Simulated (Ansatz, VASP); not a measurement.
# Cross-check of SnSe2 between VASP and Ansatz, part 2 of 2

Aim: how closely do two programs agree when they are given the same cell, functional and k mesh? The cell is taken from a series of runs on this material, whose earlier steps may have relaxed, scaled, displaced or heated it; both programs get it as it stands.

VASP 6.6.1 and Ansatz 0.2.0.

So far: Set-up; VASP: zone-centre phonons, PBEsol with D3(BJ).

## Step 3: Ansatz: zone-centre phonons, PBEsol with D3(BJ)

Level of this step: Ansatz beside VASP: Kohn-Sham DFT, plane waves, PBEsol with D3(BJ) (Ansatz).

Ansatz runs on its PAW soft_1 files.

The same cell, functional, mesh and smearing now go to Ansatz, which takes its cutoff from its data sets.

Input file input.yaml:

```yaml
crystal:
  lattice:
    - [3.7709793467, 0.0, 0.0]
    - [-1.8854896734, 3.2657639114, 0.0]
    - [0.0, 0.0, 5.4750671188]
  atoms:
    - { symbol: Se, position: [0.3333333333, 0.6666666667, 0.28969633] }
    - { symbol: Se, position: [0.6666666667, 0.3333333333, 0.71030367] }
    - { symbol: Sn, position: [0.0, 0.0, 0.0] }
kpoints:
  mp_grid: { grid: [12, 12, 6] }
hamiltonian:
  xc: pbesol
  dispersion: d3bj
  pseudopotentials: { kind: paw, azcp: { folder: soft_1 }, xc_functional: pbe }
scf:
  occupations: { method: gaussian, width: 0.02 }
output:
  eigenvalues: true
phonons:
  method: dfpt
```

Started as:

```sh
$ ansatz run input.yaml --threads 4 --pin off --max-ram 10240MiB --backend cpu --events-out ev --progress --plain --runs-dir out
```

Numbers of over 12 decimals in the logs are rounded to 6 here.

The log of the run:

```text
Engine: ansatz 0.2.0, aarch64-unknown-linux-gnu
Pseudopotentials: kind: paw
Pseudopotential: Se, paw, valence charge 16, recommended cutoff 420 eV (normal), soft_1/Se.paw.azcp
Pseudopotential: Sn, paw, valence charge 14, recommended cutoff 420 eV (normal), soft_1/Sn.paw.azcp
Functional definition: PBEsol
  exchange = pbesol_x
  correlation = pbesol_c
Crystal: 3 atoms, lattice volume = 67.426 Å³
Basis set: ecut = 420 eV, 1315 PW (Γ), exchange–correlation on 54×54×80 points (8 copies of the dense FFT grid, shifted against one another)
Bands: 28, of which v1, the nominal top of the filled ones, is band 23 counted from 1 (22 counted from 0)
Symmetry: 12 space group operations
k-points: 242 of 864 (irreducible under 2 space group operations, time reversal used)
Non-local potential: Se, projectors of the file, l = 0: 2, l = 1: 2, l = 2: 3, l = 3: 1
Non-local potential: Sn, projectors of the file, l = 0: 2, l = 1: 2, l = 2: 2, l = 3: 1
PAW form: soft (Blöchl's): semilocal exchange-correlation on the pseudo side does not see the compensation charge
PAW frozen core: Se, regenerated for the run's functional, and the local potential with it (the file was generated under x = pbe(κ = 0.804, μ = 0.219515), c = pbe(β = 0.066725))
PAW frozen core: Sn, regenerated for the run's functional, and the local potential with it (the file was generated under x = pbe(κ = 0.804, μ = 0.219515), c = pbe(β = 0.066725))
PAW one-centre angular grid: Se, 590 points (default); XC on 64 Gauss nodes
PAW one-centre angular grid: Sn, 590 points (default); XC on 64 Gauss nodes
Initial density: superposition of atomic densities (chi_scale 0.1, normalization cell, long waves kept (reshape's long-wave potential 0.05 eV rms))
Initial wavefunctions: pseudopotential atomic-orbital guess
Functional: x = pbesol(κ = 0.804, μ = 0.123457), c = pbesol(β = 0.046)
SCF iter   1: F=—  HF=-16800.762040 eV  |F-HF|=—  |Δ(HF+E_count)|=         —  Δρ=3.41e-2  dr2=1.73e0  ethr=3.10e-3  ⟨swp⟩=7.2  Hψ=31098  notcnv=0
preconditioner: auto → Resta (q_TF=auto, 2.560 Å⁻¹)  ε∞=4.2  [insulator: Δε(μ)=0.039 eV  Ē_g=10.107 eV  σ=0.020 eV  W_gap=0.82  n_scr=22 (ndim 8)  ℏωp=18.1 eV  f_vac=0.003  D(μ)=0.58/eV (n_scr^D=2)  ε∞_Penn≈4.2]
SCF iter   2: F=—  HF=-16800.366034 eV  |F-HF|=—  |Δ(HF+E_count)|=   3.96e-1  Δρ=1.66e-2  dr2=2.37e-1  ethr=3.10e-3  ⟨swp⟩=2.4  Hψ=9908  notcnv=0  defer=232
preconditioner: auto → Kerker (q_TF=auto, 2.560 Å⁻¹)  [metal: Δε(μ)=0.003 eV  Ē_g=16.373 eV  σ=0.020 eV  W_gap=0.09  n_scr=22 (ndim 8)  ℏωp=23.1 eV  f_vac=0.004  D(μ)=1.17/eV (n_scr^D=2)]
SCF iter   3: F=—  HF=-16800.301241 eV  |F-HF|=—  |Δ(HF+E_count)|=   6.48e-2  Δρ=5.88e-3  dr2=1.80e-2  ethr=5.15e-4  ⟨swp⟩=2.5  Hψ=8794  notcnv=0  defer=232
SCF iter   4: F=—  HF=-16800.298900 eV  |F-HF|=—  |Δ(HF+E_count)|=   2.34e-3  Δρ=1.78e-3  dr2=3.21e-3  ethr=3.91e-5  ⟨swp⟩=2.0  Hψ=13096  notcnv=0  defer=232
SCF iter   5: F=—  HF=-16800.298463 eV  |F-HF|=—  |Δ(HF+E_count)|=   4.37e-4  Δρ=7.28e-4  dr2=4.47e-4  ethr=6.98e-6  ⟨swp⟩=2.0  Hψ=13089  notcnv=0  defer=232
SCF iter   6: F=—  HF=-16800.298651 eV  |F-HF|=—  |Δ(HF+E_count)|=   1.88e-4  Δρ=2.56e-4  dr2=6.30e-5  ethr=9.72e-7  ⟨swp⟩=3.0  Hψ=13041  notcnv=0  defer=232
SCF iter   7: F=—  HF=-16800.298684 eV  |F-HF|=—  |Δ(HF+E_count)|=   3.34e-5  Δρ=7.97e-5  dr2=3.86e-6  ethr=1.37e-7  ⟨swp⟩=3.0  Hψ=11912  notcnv=0  defer=232
SCF iter   8: F=—  HF=-16800.298686 eV  |F-HF|=—  |Δ(HF+E_count)|=   2.28e-6  Δρ=1.62e-5  dr2=3.76e-7  ethr=8.40e-9  ⟨swp⟩=2.0  Hψ=8700  notcnv=0  defer=232
SCF iter   9: F=—  HF=-16800.298687 eV  |F-HF|=—  |Δ(HF+E_count)|=   2.20e-7  Δρ=9.85e-6  dr2=7.34e-8  ethr=8.18e-10  ⟨swp⟩=2.0  Hψ=8008  notcnv=0  defer=232
SCF iter  10: F=—  HF=-16800.298687 eV  |F-HF|=—  |Δ(HF+E_count)|=   1.73e-8  Δρ=4.26e-6  dr2=8.33e-9  ethr=1.60e-10  ⟨swp⟩=2.0  Hψ=8002  notcnv=0  defer=232
SCF iter  11: F=—  HF=-16800.298687 eV  |F-HF|=—  |Δ(HF+E_count)|=   3.31e-9  Δρ=1.10e-6  dr2=1.07e-9  ethr=1.81e-11  ⟨swp⟩=2.0  Hψ=9690  notcnv=0  defer=232
SCF iter  12: F=—  HF=-16800.298687 eV  |F-HF|=—  |Δ(HF+E_count)|=  1.09e-11  Δρ=2.71e-7  dr2=1.21e-10  ethr=2.33e-12  ⟨swp⟩=2.0  Hψ=9690  notcnv=0  defer=232
SCF iter  13: F=-16800.298687 eV  HF=-16800.298687 eV  |F-HF|=3.64e-12  |Δ(HF+E_count)|=  3.27e-11  Δρ=8.38e-8  dr2=6.68e-12  ethr=1.00e-12  ⟨swp⟩=10.4  Hψ=40718  notcnv=0
SCF 1 converged in 13 iterations: F = -16800.298687 eV  dr2 = 6.68e-12
  greatest PAW one-centre occupation: 1.000 electrons in one spin orbital (limit 2), on the Se atom at site 1 (counted from 0), in its partial waves of l = 2
DFPT response loops at Γ: preconditioner auto → Kerker (q_TF=auto, 2.560 Å⁻¹) (partly filled bands, converged f_vac=0.013); β = 1.00, the filter's whole step (`scf.mixing.beta` (0.50) is not read by the response loops under this deck's `scf.mixing.preconditioner`; to damp them name `kerker` or `kerker_dos`, under which they read `scf.mixing.beta`, and type it under 1.00, their step now; both keys bind the ground state too); Broyden in place of MSR1
SCF converged after 13 iterations
Free energy (F): -16800.298687 eV
Harris-Foulkes:  -16800.298687 eV  (|F-HF|=3.64e-12)
Internal energy: -16800.298575 eV  (E = F + TS)
E sigma→0 (E₀):  -16800.298631 eV
Entropy (-TS):   -0.000112 eV (-0.037 meV/atom)
Fermi energy:    10.353528 eV
--- Per-component energies (eV) ---
  E_band       = -785.226243
  E_kinetic    = 393.215329
  E_local      = -5925.741269  (includes V_loc(G=0)·N_el)
  E_nonlocal   = -558.034716
  E_hartree    = 3136.420427
  E_xc         = -295.059620
  E_vxc        = -262.808316  (∫ρ·V_xc dr)
  E_paw        = -8470.304006  (= ΣΔE_a)
  E_vpaw       = -704.697598  (= ΣTr[D̂ρ^β])
  E_aug_tail   = -0.000479  (compensation charges beyond the density's cutoff)
  E_ewald      = -5081.960121
  E_disp       = -1.135863  (pairwise vdW)
  E_core_change = 2.301743  (= ΣΔE_core)
  E_smearing   = -0.000112  (= −TS)
  E_closure    = 0.000000  (closes the sum)
  Σ components = -16800.298687   (vs F -16800.298687, Δ=0.00e0)
--- Band table (eV; the first three rows and the last of 242) ---
  k-point 0: bands = [... 19 lower, 9.1144, 9.2923, 9.2923, 10.2467, 10.8558, 13.0679, 14.7452, 14.7452, ... 1 higher]
  k-point 1: bands = [... 19 lower, 8.9914, 9.2217, 9.4723, 9.4723, 11.6244, 13.1248, 14.5066, 14.5066, ... 1 higher]
  k-point 2: bands = [... 19 lower, 8.8822, 8.8822, 9.7045, 9.7045, 12.3701, 13.1786, 14.0816, 14.0816, ... 1 higher]
  k-point 241: bands = [... 19 lower, 5.5751, 6.2458, 9.5594, 9.8328, 12.3040, 14.3094, 14.8239, 15.5827, ... 1 higher]
--- Phonons (Γ-DFPT): 4 representative perturbations + reference, on 242 of 864 k-points (Σ response iterations 12) ---
  k mesh reduced under 2 symmetry operations, with k and −k counted as one. Each operation leaves every solved perturbation unchanged. A smaller set is not used because it would not reduce the number of displacements times k-points to solve
  ASR residual: 1.205e-4 → 0.000e0 eV/Å²; symmetrization residual: 6.186e-6 eV/Å²
  pairwise dispersion correction: d3bj (s6 = 1.0, s8 = 2.9491, a1 = 0.4466, a2_bohr = 6.1742), with the weights of each atom's references fixed at the reference crystal's, and the forces and stress that the weights' published response gives there kept as a pressure on the atom's counted neighbours (hamiltonian.dispersion)
  ASR residual per site (eV/Å²): 3.27e-6 3.27e-6 1.21e-4
  Γ frequencies (cm⁻¹): 0.00 0.00 0.00 147.36 147.36 152.84 152.84 170.05 239.69
  non-analytic LO–TO correction: not included (Born effective charges unavailable; polar crystals: no LO–TO splitting at Γ)
```

## Step 4: Side by side

Known differences besides the potentials themselves: the data sets hold 46 valence electrons in Ansatz (on its PAW soft_1 files) and 26 in VASP; the cutoff is 420 eV in Ansatz and 500 eV in VASP; Ansatz makes its cores anew for this functional, VASP keeps those of its PBE data sets; Ansatz takes the dispersion share of the force constants at frozen C6 weights, VASP differentiates the full forces; VASP uses finite displacements, Ansatz perturbation theory. Total energies have different zeros and are not compared.

Zone-centre modes by rising frequency (cm⁻¹; imaginary ones negative):

```csv
program,modes
Ansatz,"0.0, 0.0, 0.0, 147.4, 147.4, 152.8, 152.8, 170.1, 239.7"
VASP,"-0.1, -0.1, -0.1, 148.2, 148.2, 152.8, 153.1, 153.1, 240.4"
```

The two lists differ in the order or number of single and degenerate modes, so they aren't paired one by one; the r.m.s. figure in the results sets the two lists side by side in order.

## Step 5: What came out

* r.m.s. difference of the optical zone-centre modes, each program's sorted by frequency (zone-centre phonons, PBEsol with D3(BJ)): 7.0 cm⁻¹

What this shows: The r.m.s. difference of the optical zone-centre modes, each program's sorted by frequency is 7.0 cm⁻¹ (zone-centre phonons, PBEsol with D3(BJ)). The data sets hold unlike numbers of valence electrons (46 in Ansatz and 26 in VASP), so part of the differences comes from the potentials. What causes the difference of the zone-centre phonons, PBEsol with D3(BJ) pair stays open here. Such differences can come from data sets, numerical settings and the points named under the comparisons, not from the functional's error against experiment.

[Lines on the potential files, build, host, timing and source positions are cut from VASP's logs without a mark.]

[Logs are printed without paths, hosts, clocks, repeated set-up lines and the standing remarks that a program may print on its own settings, such as how far it seeks lower states.]

[Hosts, paths, dates, database ids (printed as entryN), source tags and the programs' standing remarks are cut or masked in the printed files.]
